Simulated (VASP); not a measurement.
A run of VASP 6.6.1:

File POSCAR:

```
Pb
1.0
    3.0386068135     -1.7503199600      0.0000000000
    3.0386068135      1.7503199600      0.0000000000
   -2.1154626375      0.0000000000      6.0952248674
Pb
2
Direct
    0.0914915900      0.0914915900      0.2737078000
    0.9085084100      0.9085084100      0.7262922000
```

The input INCAR.step1:

```
PREC = Accurate
ENCUT = 520
ISMEAR = 0
SIGMA = 0.1
LREAL = False
LASPH = True
NELM = 100
NBANDS = 21
GGA = PE
ALGO = Normal
EDIFF = 1E-4
LWAVE = True
LCHARG = False
```

Contents of INCAR.step2:

```
PREC = Accurate
ENCUT = 520
EDIFF = 1E-7
ISMEAR = 0
SIGMA = 0.1
LREAL = False
LASPH = True
NELM = 100
ALGO = Normal
ISIF = 2
LWAVE = False
LCHARG = False
METAGGA = R2SCAN
LMIXTAU = True
NBANDS = 21
ISTART = 1
```

KPOINTS

```
Automatic mesh
0
Gamma
  6 6 4
```

Potentials or basis: VASP PAW PBE potentials, release 64 (Pb_d).

Launch:

```sh
$ cat potpaw_PBE.64/Pb_d/POTCAR > POTCAR
$ cp INCAR.step1 INCAR
$ mpirun -np 1 vasp_std > vasp.out
$ cp INCAR.step2 INCAR
$ mpirun -np 1 vasp_std > vasp.out
```

Hardware: 1 thread of Intel(R) Xeon(R) Platinum 8375C CPU @ 2.90GHz (Ice Lake), on a shared host.

How long does it take, and how much memory?

It took 2.3 min on 1 thread of Intel(R) Xeon(R) Platinum 8375C CPU @ 2.90GHz (Ice Lake), with other jobs on the host, peak memory 0.22 GiB. Counts: scf iterations 10, k points 47.
